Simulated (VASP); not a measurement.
Data:

```xyz
4
Lattice="4.0380 0.0000 0.0000 0.0000 4.0380 0.0000 0.0000 0.0000 4.0380" Properties=species:S:1:pos:R:3 pbc="T T T"
Sc     0.0000     0.0000     0.0000
Al     0.0000     2.0190     2.0190
Al     2.0190     0.0000     2.0190
Al     2.0190     2.0190     0.0000
```

Computed with r2SCAN+rVV10, VASP's PBE PAW potentials (set 64) (plane waves; VASP 6.6.1). Numerical set-up: 520 eV cut-off, 8×8×8 Γ-centred mesh, first-order Methfessel-Paxton smearing of 0.10 eV, potentials Sc_sv Al.

Problem. Give the stress tensor in GPa (positive for a compressed cell).

Solution. 
```
3.13  0.00  0.00
0.00  3.13  0.00
0.00  0.00  3.13
```
The pressure is its mean diagonal, 3.13 GPa.

The compound is Al3Sc in the L1_2 structure. This cell is one point of a volume scan, at 0.97 of the reference volume.
